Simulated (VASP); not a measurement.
# ZnBr3 (P4/mmm) in VASP: further runs

The runs below take ZnBr3 through single point, relaxation of cell and atoms, with PBE.

Program: VASP 6.6.1. These are calculated values, not measurements. Logs are shortened: lines on timing, memory, paths and dates and some standing lists are left out, and cuts for length are marked.

## 1. The cell of the first run

The structure is tetragonal, space group P4/mmm (No. 123). The conventional cell has a = 4.831 Å, b = 4.831 Å, c = 8.044 Å, α = 90.00°, β = 90.00°, γ = 90.00°. Around Zn (site symmetry 4/mmm) lie 2 Br at 2.21 Å. Br (site symmetry 4mm) has 1 Zn at 2.21 Å as nearest neighbours. Around Br (site symmetry 4/mmm) lie 8 Br at 3.87 Å.

The cell was built by a generator and needn't be a form met in nature.

## 2. Single point, PBE (random cell by space group and Wyckoff sites (P4/mmm, No. 123))

Contents of INCAR:

```
PREC = Accurate
ENCUT = 520
EDIFF = 1E-6
ISMEAR = 0
SIGMA = 0.1
LREAL = F
LASPH = T
NELM = 100
ALGO = Fast
ISIF = 2
LWAVE = F
LCHARG = F
GGA = PE
NBANDS = 24
```

Contents of KPOINTS:

```
regular mesh
0
Gamma
  4 4 4
```

Contents of POSCAR:

```
ZnBr3
1.0
    4.8314920881      0.0000000000      0.0000000000
    0.0000000000      4.8314920881      0.0000000000
    0.0000000000      0.0000000000      8.0440798264
Zn Br
1 3
Direct
    0.0000000000      0.0000000000      0.0000000000
    0.0000000000      0.0000000000      0.2747502177
    0.0000000000      0.0000000000      0.7252497823
    0.5000000000      0.5000000000      0.5000000000
```

Potentials or basis: VASP PAW PBE potentials, release 64 (Zn, Br).

Launch:

```bash
cat potpaw_PBE.64/Zn/POTCAR potpaw_PBE.64/Br/POTCAR > POTCAR
mpirun -np 1 vasp_std > vasp.out
```

OUTCAR:

```text
PREC = Accurate
   ENCUT = 520
   EDIFF = 1E-6
   ISMEAR = 0
   LREAL = F
   LASPH = T
   NELM = 100
   ISIF = 2
   GGA = PE

 ion  position               nearest neighbor table
   1  0.000  0.000  0.000-   2 2.21   3 2.21
   2  0.000  0.000  0.275-   1 2.21
   3  0.000  0.000  0.725-   1 2.21
   4  0.500  0.500  0.500-

  LATTYP: Found a simple tetragonal cell.
 ALAT       =     4.8314920881
 C/A-ratio  =     1.6649266272

  Lattice vectors:

 A1 = (   4.8314920881,   0.0000000000,   0.0000000000)
 A2 = (   0.0000000000,   4.8314920881,   0.0000000000)
 A3 = (   0.0000000000,   0.0000000000,   8.0440798264)

Analysis of symmetry for initial positions (statically):
=====================================================================
 Subroutine PRICEL returns:
 Original cell was already a primitive cell.

 Routine SETGRP: Setting up the symmetry group for a
 simple tetragonal supercell.

 Subroutine GETGRP returns: Found 16 space group operations
 (whereof 16 operations were pure point group operations)
 out of a pool of 16 trial point group operations.

The static configuration has the point symmetry D_4h.

Analysis of symmetry for dynamics (positions and initial velocities):
=====================================================================
 Subroutine PRICEL returns:
 Original cell was already a primitive cell.

 Routine SETGRP: Setting up the symmetry group for a
 simple tetragonal supercell.

 Subroutine GETGRP returns: Found 16 space group operations
 (whereof 16 operations were pure point group operations)
 out of a pool of 16 trial point group operations.

The dynamic configuration has the point symmetry D_4h.

 Subroutine INISYM returns: Found 16 space group operations
 (whereof 16 operations are pure point group operations),
 and found     1 'primitive' translations

----------------------------------------------------------------------------------------

                                     Primitive cell

  volume of cell :     187.7755

  direct lattice vectors                    reciprocal lattice vectors
     4.831492088  0.000000000  0.000000000     0.206975398  0.000000000  0.000000000
     0.000000000  4.831492088  0.000000000     0.000000000  0.206975398  0.000000000
     0.000000000  0.000000000  8.044079826     0.000000000  0.000000000  0.124315027

  length of vectors
     4.831492088  4.831492088  8.044079826     0.206975398  0.206975398  0.124315027

  position of ions in fractional coordinates (direct lattice)
     0.000000000  0.000000000  0.000000000
     0.000000000  0.000000000  0.274750218
     0.000000000  0.000000000  0.725249782
     0.500000000  0.500000000  0.500000000

  ion indices of the primitive-cell ions
   primitive index   ion index
                 1           1
                 2           2
                 3           3
                 4           4

----------------------------------------------------------------------------------------

 KPOINTS: regular mesh

Automatic generation of k-mesh.
 Grid dimensions read from file:
 generate k-points for:    4    4    4

 Generating k-lattice:

  Cartesian coordinates                     Fractional coordinates (reciprocal lattice)
     0.051743850  0.000000000  0.000000000     0.250000000  0.000000000  0.000000000
     0.000000000  0.051743850  0.000000000     0.000000000  0.250000000  0.000000000
     0.000000000  0.000000000  0.031078757     0.000000000  0.000000000  0.250000000

  Length of vectors
     0.051743850  0.051743850  0.031078757

  Shift w.r.t. Gamma in fractional coordinates (k-lattice)
     0.000000000  0.000000000  0.000000000

 Subroutine IBZKPT returns following result:
 ===========================================

 Found     18 irreducible k-points:

 Following reciprocal coordinates:
            Coordinates               Weight
  0.000000  0.000000  0.000000      1.000000
  0.250000  0.000000  0.000000      4.000000
  0.500000  0.000000  0.000000      2.000000
  0.250000  0.250000  0.000000      4.000000
  0.500000  0.250000  0.000000      4.000000
  0.500000  0.500000  0.000000      1.000000
[... 10 lines left out ...]
  0.500000  0.250000  0.500000      4.000000
  0.500000  0.500000  0.500000      1.000000
   k-points           NKPTS =     18   k-points in BZ     NKDIM =     18   number of bands    NBANDS=     24
   number of dos      NEDOS =    301   number of ions     NIONS =      4
   total plane-waves  NPLWV =  77760
   dimension x,y,z NGX =    36 NGY =   36 NGZ =   60
   dimension x,y,z NGXF=    72 NGYF=   72 NGZF=  120
   ions per type =               1   3
   NGX,Y,Z   is equivalent  to a cutoff of  12.39, 12.39, 12.40 a.u.
   NGXF,Y,Z  is equivalent  to a cutoff of  24.77, 24.77, 24.80 a.u.
 SYSTEM =  unknown system
   PREC   = accura    normal or accurate (medium, high low for compatibility)
   ISTART =      0    job   : 0-new  1-cont  2-samecut
   ICHARG =      2    charge: 1-file 2-atom 10-const
   ISPIN  =      1    spin polarized calculation?
   LNONCOLLINEAR =      F non collinear calculations
   LSORBIT =      F    spin-orbit coupling
   LASPH  =      T    aspherical Exc in radial PAW
   ENCUT  =  520.0 eV  38.22 Ry    6.18 a.u.   8.98  8.98 14.96*2*pi/ulx,y,z
   NELM   =    100;   NELMIN=  2; NELMDL= -5     # of ELM steps
   EDIFF  = 0.1E-05   stopping-criterion for ELM
   LREAL  =      F    real-space projection
   EDIFFG = 0.1E-04   stopping-criterion for IOM
   NSW    =      0    number of steps for IOM
   IBRION =     -1    ionic relax: 0-MD 1-quasi-New 2-CG
   NFREE  =      0    steps in history (QN), initial steepest desc. (CG)
   ISIF   =      2    stress and relaxation
   ISYM   =      2    0-nonsym 1-usesym 2-fastsym
   POTIM  = 0.5000    time-step for ionic-motion
   TEBEG  =    0.0;   TEEND  =   0.0 temperature during run
   PSTRESS=    0.0 pullay stress
   NELECT =      33.0000    total number of electrons
   NUPDOWN=      -1.0000    fix difference up-down
   EMIN   =  10.00;   EMAX   =-10.00  energy-range for DOS
   EFERMI =   0.00;   METHOD = LEGACY
   ISMEAR =     0;   SIGMA  =   0.10  broadening in eV -4-tet -1-fermi 0-gaus
   EFERMI_NEDOS =   21; number of points for ismear=-14 and -15
   IALGO  =     68    algorithm
   IMIX   =      4    mixing-type and parameters
     AMIX     =   0.40;   BMIX     =  1.00
     AMIX_MAG =   1.60;   BMIX_MAG =  1.00
  volume/ion in A,a.u.               =      46.94       316.79
  Fermi-wavevector in a.u.,A,eV,Ry     =   0.916994  1.732867 11.440840  0.840878
  Thomas-Fermi vector in A             =   2.041913
   LORBIT       =      0    0 simple, 1 ext, 2 COOP (PROOUT), +10 PAW based schemes
   GGA     = PE    functional components
   LHFCALC =     F    Hartree Fock is set to
   AEXX    =    0.0000 exact exchange contribution
   IVDW    =     0    specifies the selected vdW correction
   LEPSILON=     F    determine dielectric tensor
   LRPA    =     F    only Hartree local field effects (RPA)
 non-spin polarized calculation
 RMM-DIIS sequential band-by-band and
 Gauss-broadening in eV      SIGMA  =   0.10
  energy-cutoff  :      520.00
  volume of cell :      187.78
 maximum number of plane-waves:      5104
 NGX is ok and might be reduce to    36
   NGX = 17   NGY = 17   NGZ = 29

 number of electron      33.0000019 magnetization

 Free energy of the ion-electron system (eV)
  ---------------------------------------------------
  ext. energy  EPLUGINS =         0.00000000
  ---------------------------------------------------
  free energy    TOTEN  =        -6.60631238 eV

  energy without entropy =       -6.55069814  energy(sigma->0) =       -6.57850526

 E-fermi :  -2.5366     XC(G=0):  -6.3050

 val. band max:       -2.5385020875   @ k =   0.0000   0.0000   0.0000
 cond. band min:      -2.5160435778   @ k =   0.2500   0.2500   0.2500
 fundamental gap:      0.0224585098
 Fermi energy:        -2.5365700650

 k-point     1 :       0.0000    0.0000    0.0000
  band No.  band energies     occupation
      1     -16.6089      2.00000
      2     -16.2439      2.00000
      3     -15.0491      2.00000
      4      -9.3551      2.00000
      5      -9.0636      2.00000
      6      -9.0636      2.00000
[... 16 lines left out ...]
     23       5.0288      0.00000
     24       5.7990      0.00000

 k-point     2 :       0.2500    0.0000    0.0000
  band No.  band energies     occupation
      1     -16.5935      2.00000
      2     -16.2366      2.00000
      3     -15.0528      2.00000
      4      -9.3576      2.00000
      5      -9.0677      2.00000
      6      -9.0632      2.00000
[... 16 lines left out ...]
     23       5.4087      0.00000
     24       6.8038      0.00000

 k-point     3 :       0.5000    0.0000    0.0000
  band No.  band energies     occupation
      1     -16.5779      2.00000
      2     -16.2293      2.00000
      3     -15.0569      2.00000
      4      -9.3602      2.00000
      5      -9.0718      2.00000
      6      -9.0629      2.00000
[... 16 lines left out ...]
     23       5.6188      0.00000
     24       6.9622      0.00000

 k-point     4 :       0.2500    0.2500    0.0000
  band No.  band energies     occupation
      1     -16.5818      2.00000
      2     -16.2295      2.00000
      3     -15.0500      2.00000
      4      -9.3567      2.00000
      5      -9.0673      2.00000
      6      -9.0670      2.00000
[... 16 lines left out ...]
     23       6.2230      0.00000
     24       6.4972      0.00000

 k-point     5 :       0.5000    0.2500    0.0000
  band No.  band energies     occupation
      1     -16.5700      2.00000
      2     -16.2224      2.00000
      3     -15.0473      2.00000
      4      -9.3559      2.00000
      5      -9.0712      2.00000
      6      -9.0667      2.00000
[... 16 lines left out ...]
     23       6.5105      0.00000
     24       6.9362      0.00000

 k-point     6 :       0.5000    0.5000    0.0000
  band No.  band energies     occupation
      1     -16.5621      2.00000
      2     -16.2156      2.00000
      3     -15.0377      2.00000
      4      -9.3515      2.00000
      5      -9.0706      2.00000
      6      -9.0706      2.00000
[... 16 lines left out ...]
     23       7.8315      0.00000
     24       8.0423      0.00000
[... 217 lines left out ...]
 k-point    15 :       0.5000    0.0000    0.5000
  band No.  band energies     occupation
      1     -16.4883      2.00000
      2     -16.3322      2.00000
      3     -15.0569      2.00000
      4      -9.2645      2.00000
      5      -9.0719      2.00000
      6      -9.0634      2.00000
[... 16 lines left out ...]
     23       5.7735      0.00000
     24       6.1918      0.00000

 k-point    16 :       0.2500    0.2500    0.5000
  band No.  band energies     occupation
      1     -16.4885      2.00000
      2     -16.3376      2.00000
      3     -15.0480      2.00000
      4      -9.2648      2.00000
      5      -9.0679      2.00000
      6      -9.0676      2.00000
[... 16 lines left out ...]
     23       6.3165      0.00000
     24       6.5970      0.00000

 k-point    17 :       0.5000    0.2500    0.5000
  band No.  band energies     occupation
      1     -16.4813      2.00000
      2     -16.3243      2.00000
      3     -15.0473      2.00000
      4      -9.2625      2.00000
      5      -9.0718      2.00000
      6      -9.0675      2.00000
[... 16 lines left out ...]
     23       6.1309      0.00000
     24       6.1968      0.00000

 k-point    18 :       0.5000    0.5000    0.5000
  band No.  band energies     occupation
      1     -16.4743      2.00000
      2     -16.3164      2.00000
      3     -15.0377      2.00000
      4      -9.2606      2.00000
      5      -9.0717      2.00000
      6      -9.0717      2.00000
[... 16 lines left out ...]
     23       6.2666      0.00000
     24       7.3370      0.00000

------------------------ aborting loop because EDIFF is reached ----------------------------------------

  FORCE on cell =-STRESS in cart. coord.  units (eV):
  Direction    XX          YY          ZZ          XY          YZ          ZX
  --------------------------------------------------------------------------------------
  -------------------------------------------------------------------------------------
  Total        0.0000094      0.0000094      0.2745797      0.0000000     -0.0000000      0.0000000
  in kB        0.0000803      0.0000803      2.3428264      0.0000000     -0.0000000      0.0000000
  external PRESSURE =       0.7809957 kB  Pullay stress =       0.0000000 kB

 VOLUME and BASIS-vectors are now :
 -----------------------------------------------------------------------------
  energy-cutoff  :      520.00
  volume of cell :      187.78
      direct lattice vectors                 reciprocal lattice vectors
     4.831492088  0.000000000  0.000000000     0.206975398  0.000000000  0.000000000
     0.000000000  4.831492088  0.000000000     0.000000000  0.206975398  0.000000000
     0.000000000  0.000000000  8.044079826     0.000000000  0.000000000  0.124315027

 POSITION                                       TOTAL-FORCE (eV/Angst)
 -----------------------------------------------------------------------------------
      0.00000      0.00000      0.00000         0.000000      0.000000      0.000000
      0.00000      0.00000      2.21011        -0.000000      0.000000      0.046037
      0.00000      0.00000      5.83397        -0.000000      0.000000     -0.046037
      2.41575      2.41575      4.02204         0.000000      0.000000      0.000000
 -----------------------------------------------------------------------------------
    total drift:                                0.000000      0.000000      0.000000

  FREE ENERGIE OF THE ION-ELECTRON SYSTEM (eV)
  ---------------------------------------------------
  free  energy   TOTEN  =        -6.6063123768 eV

  energy  without entropy=       -6.5506981396  energy(sigma->0) =       -6.57850526
```

Wall time 75 s (1 thread of Intel Xeon Platinum 8488C (Sapphire Rapids), shared host); peak memory 0.3 GiB.

What came out:

```
Free energy            : -6.6063 eV
Pressure               : 0.1 GPa
Largest force          : 0.046 eV/Å
Band gap on the k mesh : none (metal or under the smearing width)
```

Forces in eV/Å, atoms in the order of the input:
```
Zn   0.000  0.000  0.000
Br   0.000  0.000  0.046
Br   0.000  0.000 -0.046
Br   0.000  0.000  0.000
```

Caveat: an odd number of electrons without spin polarisation forces a metal; a magnetic or distorted state may lie lower.

## 3. Relaxation of cell and atoms, PBE (random cell by space group and Wyckoff sites (P4/mmm, No. 123))

Contents of INCAR:

```
SYSTEM = ZnBr3
  PREC = Accurate
  ENCUT = 600
  EDIFF = 1E-6
  ISMEAR = 0
  SIGMA = 0.1
  LREAL = .False.
  LASPH = .True.
  NELM = 100
  ALGO = Fast
  ISIF = 3
  LWAVE = .False.
  LCHARG = .False.
  GGA = PE
  IBRION = 2
  NSW = 90
  EDIFFG = -0.04
```

Contents of KPOINTS:

```
regular mesh
0
Gamma
  4 4 4
  0 0 0
```

Contents of POSCAR:

```
ZnBr3
1.0
    4.4915421000      0.0000000000      0.0000000000
    0.0000000000      4.4915421000      0.0000000000
    0.0000000000      0.0000000000      6.5380637400
Zn Br
1 3
Direct
    0.0000000000      0.0000000000      0.0000000000
    0.0000000000      0.0000000000      0.2725235700
    0.0000000000      0.0000000000      0.7274764300
    0.5000000000      0.5000000000      0.5000000000
```

Potentials or basis: VASP PAW PBE potentials, release 64 (Zn, Br).

Launch:

```bash
cat potpaw_PBE.64/Zn/POTCAR potpaw_PBE.64/Br/POTCAR > POTCAR
mpirun -np 1 vasp_std > vasp.out
```

OUTCAR:

```text
SYSTEM = ZnBr3
   PREC = Accurate
   ENCUT = 600
   EDIFF = 1E-6
   ISMEAR = 0
   LREAL = .False.
   LASPH = .True.
   NELM = 100
   ISIF = 3
   GGA = PE
   IBRION = 2
   NSW = 90
   EDIFFG = -0.04

 ion  position               nearest neighbor table
   1  0.000  0.000  0.000-   2 1.78   3 1.78
   2  0.000  0.000  0.273-   1 1.78
   3  0.000  0.000  0.727-   1 1.78
   4  0.500  0.500  0.500-

  LATTYP: Found a simple tetragonal cell.
 ALAT       =     4.4915421000
 C/A-ratio  =     1.4556389753

  Lattice vectors:

 A1 = (   4.4915421000,   0.0000000000,   0.0000000000)
 A2 = (   0.0000000000,   4.4915421000,   0.0000000000)
 A3 = (   0.0000000000,   0.0000000000,   6.5380637400)

Analysis of symmetry for initial positions (statically):
=====================================================================
[... 284 lines left out ...]

[... ionic steps 4 to 20 ...]

--------------------------------------- Ionic step       21  -------------------------------------------

 number of electron      33.0000004 magnetization

------------------------ aborting loop because EDIFF is reached ----------------------------------------
[... 71 lines left out ...]
--------------------------------------- Ionic step       23  -------------------------------------------

 number of electron      33.0000004 magnetization

 Free energy of the ion-electron system (eV)
  ---------------------------------------------------
  ext. energy  EPLUGINS =         0.00000000
  ---------------------------------------------------
  free energy    TOTEN  =        -6.60192700 eV

  energy without entropy =       -6.54613433  energy(sigma->0) =       -6.57403067

 E-fermi :  -2.5134     XC(G=0):  -6.3254

 val. band max:       -2.5269577460   @ k =   0.5000   0.5000   0.2500
 cond. band min:      -2.5122073564   @ k =   0.0000   0.0000   0.0000
 fundamental gap:      0.0147503896
 Fermi energy:        -2.5134472238

 k-point     1 :       0.0000    0.0000    0.0000
  band No.  band energies     occupation
      1     -16.5794      2.00000
      2     -16.2248      2.00000
      3     -15.0301      2.00000
      4      -9.3277      2.00000
      5      -9.0423      2.00000
      6      -9.0423      2.00000
[... 434 lines left out ...]
  FREE ENERGIE OF THE ION-ELECTRON SYSTEM (eV)
  ---------------------------------------------------
  free  energy   TOTEN  =        -6.6019270041 eV

  energy  without entropy=       -6.5461343350  energy(sigma->0) =       -6.57403067

 reached required accuracy - stopping structural energy minimisation
```

It took 19 min on 1 thread of Intel Xeon Platinum 8488C (Sapphire Rapids), shared host; peak memory 0.31 GiB.

Results:

```
Free energy                            : -6.6019 eV
Relaxed volume                         : 46.73 Å³/atom
Relaxed cell                           : a = 4.808 Å, b = 4.808 Å, c = 8.087 Å, α = 90.00°, β = 90.00°, γ = 90.00°
Space group after relaxing (to 0.05 Å) : P4/mmm (No. 123)
Energy gained by relaxing              : 1385.6 meV/atom
Ionic steps                            : 23
Pressure after relaxing                : 0.0 GPa
Largest force after relaxing           : 0.005 eV/Å
Band gap on the k mesh                 : none (metal or under the smearing width)
```

Forces in eV/Å, atoms in the order of the input:
```
Zn   0.000  0.000  0.000
Br   0.000  0.000  0.005
Br   0.000  0.000 -0.005
Br   0.000  0.000  0.000
```

The path:
```tsv
step	energy change (eV)	largest force (eV/Å)	pressure (GPa)	volume (Å³)
1	0.0000	16.1238	26.95	131.90
2	-0.4194	0.4709	-0.10	240.47
3	-2.0317	1.3950	-1.14	237.05
4	-2.0533	1.3383	-1.09	233.22
5	-2.4748	0.1588	-1.17	194.94
6	-3.6226	2.5244	-0.80	163.19
7	-4.5192	3.5278	1.81	147.49
8	-4.5254	2.4554	5.65	139.68
9	-4.5904	3.2699	3.15	144.17
10	-4.5958	3.1696	3.51	143.40
11	-5.2283	1.6735	-0.40	159.02
12	-5.2564	1.6040	-0.76	161.83
13	-5.2786	1.5362	-1.33	167.52
14	-5.4788	0.4383	1.35	166.07
15	-5.4981	0.1339	0.62	166.40
16	-5.4981	0.0951	0.67	166.37
17	-5.5145	0.0490	0.50	169.88
18	-5.5371	0.0349	0.25	178.84
19	-5.5349	0.1659	0.06	197.68
20	-5.5410	0.1306	0.12	189.69
21	-5.5416	0.1142	0.14	186.62
22	-5.5359	0.2798	-0.36	187.81
23	-5.5425	0.0047	0.01	186.94
```

Final structure:
```yaml
crystal:
  lattice:
    - [4.80780, 0.00000, 0.00000]
    - [0.00000, 4.80780, 0.00000]
    - [0.00000, 0.00000, 8.08728]
  atoms:
    - { symbol: Zn, position: [0.00000, 0.00000, 0.00000] }
    - { symbol: Br, position: [0.00000, 0.00000, 0.27370] }
    - { symbol: Br, position: [0.00000, 0.00000, 0.72630] }
    - { symbol: Br, position: [0.50000, 0.50000, 0.50000] }
```

Caveat: the volume moved by over 15 % at a fixed basis, so the end points are rough; an odd number of electrons without spin polarisation forces a metal; a magnetic or distorted state may lie lower.
